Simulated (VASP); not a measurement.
Consider the following.

```yaml
crystal:
  lattice:
    - [4.18262, 0.00000, 0.00000]
    - [0.00000, 4.18262, 0.00000]
    - [0.00000, 0.00000, 4.18262]
  atoms:
    - { symbol: Ba, position: [0.00000, 0.00000, 0.00000] }
    - { symbol: Hf, position: [0.50000, 0.50000, 0.50000] }
    - { symbol: O, position: [0.50000, 0.00000, 0.50000] }
    - { symbol: O, position: [0.00000, 0.50000, 0.50000] }
    - { symbol: O, position: [0.50000, 0.50000, 0.00000] }
```

Computed with PBE GGA with D4 dispersion, VASP's PBE PAW potentials (set 64) (plane waves; VASP). Numerical set-up: 520 eV cut-off, Gaussian smearing of 0.050 eV, potentials Ba_sv Hf_pv O.

Unless said otherwise, spin-orbit coupling is left out, though it shifts the bands of the heavy elements here.

Task: Give the energies of bands 11 to 22 at the high-symmetry points, in eV from the valence-band maximum.

Result: 
```json
[
 {"band": "11", "Γ": "-1.68", "X": "-3.92", "M": "-4.23", "R": "-4.40"},
 {"band": "12", "Γ": "-1.68", "X": "-2.07", "M": "-3.77", "R": "-3.71"},
 {"band": "13", "Γ": "-1.68", "X": "-2.07", "M": "-3.73", "R": "-3.71"},
 {"band": "14", "Γ": "-0.97", "X": "-1.81", "M": "-2.40", "R": "-2.51"},
 {"band": "15", "Γ": "-0.97", "X": "-1.71", "M": "-2.40", "R": "-2.51"},
 {"band": "16", "Γ": "-0.97", "X": "-1.71", "M": "-1.03", "R": "-2.51"},
 {"band": "17", "Γ": "-0.22", "X": "-1.67", "M": "-0.93", "R": "0.00"},
 {"band": "18", "Γ": "-0.22", "X": "-0.53", "M": "-0.93", "R": "0.00"},
 {"band": "19", "Γ": "-0.22", "X": "-0.53", "M": "-0.08", "R": "0.00"},
 {"band": "20", "Γ": "3.57", "X": "4.13", "M": "6.21", "R": "6.01"},
 {"band": "21", "Γ": "3.57", "X": "6.32", "M": "6.21", "R": "6.01"},
 {"band": "22", "Γ": "3.57", "X": "6.32", "M": "6.56", "R": "6.01"}
]
```

The gap is indirect, 3.57 eV, from the valence maximum at R to the conduction minimum at Γ.

The compound is BaHfO3 in the cubic perovskite structure. It was relaxed first.
